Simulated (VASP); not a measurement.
Calculation: PBE GGA, VASP's PBE PAW potentials (set 64) (plane waves; VASP).

A VASP calculation is set up with these files.

File KPOINTS:
```
Automatic mesh
0
Gamma
4 4 4
0 0 0
```

**INCAR**
```
ISIF = 2   ! forces and stress, cell fixed
SIGMA = 0.136   ! width (eV)
ALGO = Normal   ! blocked Davidson
ENCUT = 280
LREAL = .False.   ! projection in real space or not
EDIFF = 1E-6   ! SCF stop (eV)
LCHARG = .False.
LMAXMIX = 4   ! l cut-off of mixed one-centre charges
NELM = 100
ISMEAR = -1   ! Fermi-Dirac
PREC = Accurate
SYSTEM = AlCr2C
GGA = PE   ! PBE
LASPH = .True.
LWAVE = .False.
```

**POSCAR**
```
AlCr2C
25.207780
  0.1120949564   0.0000000000   0.0000000000
 -0.0560474980   0.0970770532   0.0000000000
  0.0000000000   0.0000000000   0.5000000000
Al Cr C
2 4 2
Cart
  0.0560475276   0.0323589854   0.1250000000
 -0.0000000693   0.0647180678   0.3750000000
 -0.0000000693   0.0647180678   0.2074700000
  0.0560475276   0.0323589854   0.2925300000
  0.0560475276   0.0323589854   0.4574700000
 -0.0000000693   0.0647180678   0.0425300000
  0.0000000000   0.0000000000   0.2500000000
  0.0000000000   0.0000000000   0.0000000000
```

POTCAR, in this order: Al Cr_pv C (PBE.64 set). Program: vasp_std.

The resulting files:

**OUTCAR**
```
 ion  position               nearest neighbor table
   1  0.667  0.333  0.250-   3 2.64   6 2.64   3 2.64   6 2.64   3 2.64   6 2.64
   2  0.333  0.667  0.750-   4 2.64   5 2.64   4 2.64   5 2.64   4 2.64   5 2.64
   3  0.333  0.667  0.415-   7 1.95   7 1.95   7 1.95   1 2.64   1 2.64   1 2.64   4 2.69   4 2.69
                             4 2.69
   4  0.667  0.333  0.585-   7 1.95   7 1.95   7 1.95   2 2.64   2 2.64   2 2.64   3 2.69   3 2.69
                             3 2.69
   5  0.667  0.333  0.915-   8 1.95   8 1.95   8 1.95   2 2.64   2 2.64   2 2.64   6 2.69   6 2.69
                             6 2.69
   6  0.333  0.667  0.085-   8 1.95   8 1.95   8 1.95   1 2.64   1 2.64   1 2.64   5 2.69   5 2.69
                             5 2.69
   7  0.000  0.000  0.500-   3 1.95   4 1.95   3 1.95   4 1.95   4 1.95   3 1.95
   8  0.000  0.000  0.000-   5 1.95   6 1.95   6 1.95   5 1.95   5 1.95   6 1.95
  LATTYP: Found a hexagonal cell.
 ALAT       =     2.8256650000
 C/A-ratio  =     4.4605039876
 Subroutine PRICEL returns:
 Original cell was already a primitive cell.
 Subroutine GETGRP returns: Found 24 space group operations
The static configuration has the point symmetry D_3d.
 The point group associated with its full space group is D_6h.
The dynamic configuration has the point symmetry D_3d.
 Subroutine INISYM returns: Found 24 space group operations
 Subroutine IBZKPT returns following result:
 Found     12 irreducible k-points:

 Following reciprocal coordinates:
            Coordinates               Weight
  0.000000  0.000000  0.000000      1.000000
  0.250000  0.000000  0.000000      6.000000
  0.500000  0.000000  0.000000      3.000000
  0.250000  0.250000  0.000000      6.000000
  0.000000  0.000000  0.250000      2.000000
  0.250000  0.000000  0.250000     12.000000
  0.500000  0.000000  0.250000      6.000000
  0.250000  0.250000  0.250000     12.000000
  0.000000  0.000000  0.500000      1.000000
  0.250000  0.000000  0.500000      6.000000
  0.500000  0.000000  0.500000      3.000000
  0.250000  0.250000  0.500000      6.000000
   k-points           NKPTS =     12   k-points in BZ     NKDIM =     12   number of bands    NBANDS=     37
   number of dos      NEDOS =    301   number of ions     NIONS =      8
   total plane-waves  NPLWV =  17920
   dimension x,y,z NGX =    16 NGY =   16 NGZ =   70
   dimension x,y,z NGXF=    32 NGYF=   32 NGZF=  140
   ions per type =               2   4   2
   PREC   = accura    normal or accurate (medium, high low for compatibility)
   ISTART =      0    job   : 0-new  1-cont  2-samecut
   ICHARG =      2    charge: 1-file 2-atom 10-const
   ISPIN  =      1    spin polarized calculation?
   LNONCOLLINEAR =      F non collinear calculations
   LSORBIT =      F    spin-orbit coupling
   INIWAV =      1    electr: 0-lowe 1-rand  2-diag
   ENCUT  =  280.0 eV  20.58 Ry    4.54 a.u.   3.86  3.86 17.20*2*pi/ulx,y,z
   NELM   =    100;   NELMIN=  2; NELMDL= -5     # of ELM steps
   EDIFF  = 0.1E-05   stopping-criterion for ELM
   LREAL  =      F    real-space projection
   NLSPLINE    = F    spline interpolate recip. space projectors
   LMAXMIX     =    4 max onsite mixed and CHGCAR
   VOSKOWN=      0    Vosko Wilk Nusair interpolation
   EDIFFG = 0.1E-04   stopping-criterion for IOM
   NSW    =      0    number of steps for IOM
   NBLOCK =      1;   KBLOCK =      1    inner block; outer block
   IBRION =     -1    ionic relax: 0-MD 1-quasi-New 2-CG
   NFREE  =      0    steps in history (QN), initial steepest desc. (CG)
   ISIF   =      2    stress and relaxation
   ISYM   =      2    0-nonsym 1-usesym 2-fastsym
   TEIN   =    0.0    initial temperature
   TEBEG  =    0.0;   TEEND  =   0.0 temperature during run
   SMASS  =  -3.00    Nose mass-parameter (am)
   PSTRESS=    0.0 pullay stress
   NELECT =      62.0000    total number of electrons
   EFERMI =   0.00;   METHOD = LEGACY
   ISMEAR =    -1;   SIGMA  =   0.14  broadening in eV -4-tet -1-fermi 0-gaus
   IALGO  =     38    algorithm
...
```

### OSZICAR
```
       N       E                     dE             d eps       ncg     rms          rms(c)
DAV:   1     0.526368797705E+03    0.52637E+03   -0.25127E+04  1064   0.122E+03
DAV:   2    -0.385492720928E+02   -0.56492E+03   -0.54928E+03  1015   0.432E+02
DAV:   3    -0.795658572784E+02   -0.41017E+02   -0.39745E+02  1157   0.122E+02
DAV:   4    -0.807790212569E+02   -0.12132E+01   -0.11896E+01  1147   0.191E+01
DAV:   5    -0.808110190198E+02   -0.31998E-01   -0.31352E-01  1171   0.287E+00    0.444E+01
DAV:   6    -0.729270854190E+02    0.78839E+01   -0.26327E+02  1153   0.103E+02    0.206E+01
DAV:   7    -0.662908464102E+02    0.66362E+01   -0.90809E+01  1141   0.603E+01    0.934E+00
DAV:   8    -0.656883085101E+02    0.60254E+00   -0.53973E+00  1122   0.139E+01    0.264E+00
DAV:   9    -0.656532455171E+02    0.35063E-01   -0.49801E-01  1217   0.379E+00    0.769E-01
DAV:  10    -0.656484041259E+02    0.48414E-02   -0.39894E-02  1149   0.141E+00    0.201E-01
DAV:  11    -0.656481700716E+02    0.23405E-03   -0.31217E-03  1088   0.286E-01    0.651E-02
DAV:  12    -0.656481543199E+02    0.15752E-04   -0.30033E-04  1169   0.140E-01    0.192E-02
DAV:  13    -0.656481526372E+02    0.16827E-05   -0.70284E-05  1267   0.479E-02    0.988E-03
DAV:  14    -0.656481513389E+02    0.12984E-05   -0.16962E-05  1076   0.202E-02    0.178E-03
DAV:  15    -0.656481513212E+02    0.17632E-07   -0.45825E-06   579   0.413E-03
   1 F= -.65648151E+02 E0= -.65434436E+02  d E =-.427430E+00
```

**OUTCAR**
```
------------------------ aborting loop because EDIFF is reached ----------------------------------------
  FORCE on cell =-STRESS in cart. coord.  units (eV):
  Direction    XX          YY          ZZ          XY          YZ          ZX
  --------------------------------------------------------------------------------------
  Total       -1.8642636     -1.8642626     -2.3038493      0.0000004      0.0000000      0.0000000
  in kB      -34.2721578    -34.2721390    -42.3533908      0.0000070      0.0000000      0.0000000
  external PRESSURE =     -36.9658959 kB  Pullay stress =       0.0000000 kB
  volume of cell :       87.15
      direct lattice vectors                 reciprocal lattice vectors
     2.825665000  0.000000000  0.000000000     0.353898994  0.204323808  0.000000000
    -1.412833000  2.447097000  0.000000000     0.000000000  0.408647471  0.000000000
     0.000000000  0.000000000 12.603890000     0.000000000  0.000000000  0.079340585
 POSITION                                       TOTAL-FORCE (eV/Angst)
 -----------------------------------------------------------------------------------
      1.41283      0.81570      3.15097         0.000000      0.000000      0.000000
     -0.00000      1.63140      9.45292         0.000000      0.000000      0.000000
     -0.00000      1.63140      5.22986        -0.000000      0.000000      0.420601
      1.41283      0.81570      7.37403         0.000000      0.000000     -0.420601
      1.41283      0.81570     11.53180         0.000000     -0.000000      0.420601
     -0.00000      1.63140      1.07209        -0.000000      0.000000     -0.420601
      0.00000      0.00000      6.30194         0.000000      0.000000      0.000000
      0.00000      0.00000      0.00000         0.000000      0.000000      0.000000
 -----------------------------------------------------------------------------------
    total drift:                                0.000150     -0.000087      0.000526
  FREE ENERGIE OF THE ION-ELECTRON SYSTEM (eV)
  ---------------------------------------------------
  free  energy   TOTEN  =       -65.6481513212 eV

  energy  without entropy=      -65.2207209514  energy(sigma->0) =      -65.43443614
```
(Selected blocks of OUTCAR.)

At this cut-off the stress carries a Pulay error, which pulls relaxed volumes low.

The structure comes from a computed database's AlCr2C entry; how it stands against other phases isn't given here. The cell was not relaxed at this level. The k-mesh is coarse (spacing up to 0.64 per Å, 2π included), so the numbers may not be converged in it. The run is one of a series of settings (ENCUT = 280, ISMEAR = -1, SIGMA = 0.136, KPOINTS 4×4×4 Γ-centred mesh against the base run), some of them coarse on purpose. The run is not spin-polarised, so no magnetic state was tried. VASP warned that the highest band is occupied, so more bands are needed.
